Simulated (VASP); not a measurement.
A run of VASP 6.6.1:

Contents of INCAR:

```
SYSTEM = CaC2
PREC = Accurate ; ENCUT = 600
EDIFF = 1E-6 ; ISMEAR = 0
SIGMA = 0.03 ; LREAL = .FALSE.
LASPH = .TRUE. ; NELM = 80
ALGO = Normal ; ISIF = 3
LWAVE = .FALSE. ; LCHARG = .FALSE.
GGA = PS ; IBRION = 2
NSW = 90 ; EDIFFG = -0.01
```

The input KPOINTS:

```
regular mesh
0
G
  10 10 10
  0 0 0
```

POSCAR

```
CaC2
1.0
   -1.9342985994      1.9342985994      3.2021112425
    1.9342985994     -1.9342985994      3.2021112425
    1.9342985994      1.9342985994     -3.2021112425
Ca C
1 2
Direct
    0.0000000000      0.0000000000      0.0000000000
    0.5978927200      0.5978927200      0.0000000000
    0.4021072800      0.4021072800      0.0000000000
```

Potentials or basis: VASP PAW PBE potentials, release 64 (Ca_sv, C).

Command:

```bash
$ cat potpaw_PBE.64/Ca_sv/POTCAR potpaw_PBE.64/C/POTCAR > POTCAR
$ mpirun -np 1 vasp_std > vasp.out
```

Hardware: 1 thread of Intel(R) Xeon(R) 6975P-C (Granite Rapids), on a shared host.

Problem. Estimate the wall time of this run.

Solution. Run time: 3 min on 1 thread of Intel(R) Xeon(R) 6975P-C (Granite Rapids) (shared host), peak memory 0.27 GiB. Counts: scf iterations 64, k points 102, ion steps 10.
